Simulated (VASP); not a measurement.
```
CELL_PARAMETERS angstrom
      0.00000     3.00000     3.00000
      3.00000     0.00000     3.00000
      3.00000     3.00000     0.00000
ATOMIC_POSITIONS crystal
  Li 0.25000 0.25000 0.25000
  Li 0.75000 0.75000 0.75000
  Se 0.00000 0.00000 0.00000
```

All values below come from PBEsol GGA, VASP's PBE PAW potentials (set 64) (plane waves; VASP 6.6.1). Run with 400 eV cut-off, 10×10×10 Γ-centred mesh, Fermi-Dirac smearing of 0.050 eV, potentials Li_sv Se.

At this cut-off the stress carries a Pulay error, which pulls relaxed volumes low. Energy and stress use the plane-wave basis of the starting cell.

Q: The ions, cell shape and volume are relaxed. Give the cell that the relaxation ends in.

A: 
```
CELL_PARAMETERS angstrom
      0.00000     2.93809     2.93809
      2.93809     0.00000     2.93809
      2.93809     2.93809     0.00000
ATOMIC_POSITIONS crystal
  Li 0.25000 0.25000 0.25000
  Li 0.75000 0.75000 0.75000
  Se 0.00000 0.00000 0.00000
```
Space group Fm-3m (225), at a tolerance of 0.03 Å.

Q: How do energy and volume change from the first to the last step?

A: The energy (σ→0) changes by -9.4 meV/atom and the volume by -6.1 %, in 3 ionic steps.

The structure is a typed Li2Se crystal (Fm-3m). This run relaxes it. Symmetry was kept, so distortions that lower it aren't found. The run is one of a series of settings (EDIFFG = -0.01, IBRION = 2, ISIF = 3, NSW = 50 against the base run), some of them coarse on purpose.
